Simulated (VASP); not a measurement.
Input:

```
Ge
1.0
    0.00000     2.81473     2.81473
    2.81473     0.00000     2.81473
    2.81473     2.81473     0.00000
Ge
2
Direct
  0.00000   0.00000   0.00000
  0.25000   0.25000   0.25000
```

Level of theory: revTPSS meta-GGA, VASP's PBE PAW potentials (set 64) (plane waves; VASP). Settings: 520 eV cut-off, 8×8×8 Γ-centred mesh, Gaussian smearing of 0.050 eV, potentials Ge_d.

Q: The job: Ge (diamond), 2 atoms, revTPSS, static run, 520 eV, 8×8×8 Γ-centred mesh. Roughly how much core time does it take on a busy server core?

A: About 70 core-seconds (one run on a shared machine, a rough figure). It had 29 irreducible k-points, 18 bands, up to 1243 plane waves and 19 electronic steps.

The compound is Ge in the diamond structure. This cell is one point of a volume scan, at 1.03 of the reference volume.
